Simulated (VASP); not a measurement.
# GaHg2: single point with PBE

The system is GaHg2.

```
Ga Hg
1.0
     5.37009    0.00000    0.00000
    -2.68504    4.65063    0.00000
     0.00000    0.00000    2.94172
Ga Hg
1 2
Cartesian
  0.0000 0.0000 0.0000
  0.0000 3.1004 1.4709
  2.6850 1.5502 1.4709
```

The cell was built by a generator and needn't be a form met in nature.

The cell isn't the ideal one: species swapped into the ScSi2 type (P6/mmm, No. 191).

* Program: VASP 6.6.1
* Task: single point
* Functional: PBE
* Potentials or basis: VASP PAW PBE potentials, release 64 (Ga_d, Hg)
* Cutoff: 520 eV
* k mesh: 12 × 12 × 14
* Occupations: gaussian, width 0.1 eV
* Spin: no spin polarisation

```json
{
 "Pressure": "0.3 GPa",
 "Band gap on the k mesh": "none (metal or under the smearing width)"
}
```

Stress tensor (GPa, compression positive):
```
0.27 0.00 0.00
0.00 0.27 0.00
0.00 0.00 0.43
```

Levels at points of the mesh, in eV from the Fermi level:
| k point | band 16 | band 17 | band 18 | band 19 | band 20 | band 21 |
| --- | --- | --- | --- | --- | --- | --- |
| (0.00, 0.00, 0.00) | -6.11 | -3.61 | -1.41 | 0.18 | 0.18 | 0.59 |
| (0.50, 0.00, 0.00) | -6.08 | -5.79 | -3.11 | -2.23 | 3.62 | 4.40 |
| (0.00, 0.00, 0.50) | -4.34 | -3.02 | 1.15 | 1.42 | 2.91 | 3.25 |
| (0.50, 0.00, 0.50) | -2.99 | -2.24 | -1.50 | -0.92 | 1.17 | 1.65 |

Run time: 3.2 min on 1 thread of Intel(R) Xeon(R) Platinum 8488C (Sapphire Rapids) (shared host), peak memory 0.39 GiB.

Spin-orbit coupling is left out, which matters for the levels of Hg.
